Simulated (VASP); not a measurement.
GaN (zinc blende): the band gap from VASP (plane waves, PAW) at several levels of theory. Gaps are without spin-orbit coupling. Each level names its cell: its own relaxed one, PBE's, or the starting one. A gap is the smallest over the k-mesh and a band path; hybrids may have named points in place of the path, and GW has the mesh alone.  The mesh is coarse and the basis finite, so the quasiparticle values are not converged.

```tsv
level	band gap (eV)
LDA (own cell)	1.93
PBE (own cell)	1.54
PBEsol (own cell)	1.73
RPBE (own cell)	1.46
AM05 (own cell)	1.83
PBE-D3(BJ) (own cell)	1.68
PBE-D4 (own cell)	1.75
optB88-vdW (own cell)	1.60
rev-vdW-DF2 (own cell)	1.64
revTPSS (own cell)	1.52
SCAN (own cell)	2.06
r2SCAN (own cell)	2.13
r2SCAN+rVV10 (own cell)	2.13
G0W0@PBE (starting cell)	2.77
```

The cell of the LDA (own cell) run:

```cif
data_Ga4N4
_chemical_formula_sum 'Ga4 N4'
_space_group_name_H-M_alt 'F-43m'
_space_group_IT_number 216
_space_group_name_Hall 'F -4 2 3'
_cell_length_a 4.46402
_cell_length_b 4.46402
_cell_length_c 4.46402
_cell_angle_alpha 90.000
_cell_angle_beta 90.000
_cell_angle_gamma 90.000
loop_
_atom_site_label
_atom_site_type_symbol
_atom_site_symmetry_multiplicity
_atom_site_Wyckoff_symbol
_atom_site_fract_x
_atom_site_fract_y
_atom_site_fract_z
_atom_site_occupancy
Ga1 Ga 4 a 0.00000 0.00000 0.00000 1
N1 N 4 d 0.75000 0.75000 0.75000 1
```
(The calculation used a cell of 2 atoms; values per cell refer to that cell.)

Only levels that ran to the end are used. Left out are those held back, those with too coarse a band path, GW runs whose mesh misses a band edge, hybrids' fits of cells that aren't cubic and levels without matching references; a question may draw on a part of the rest.

The compound is GaN in the zinc blende structure, a metastable form; wurtzite is the usual one.
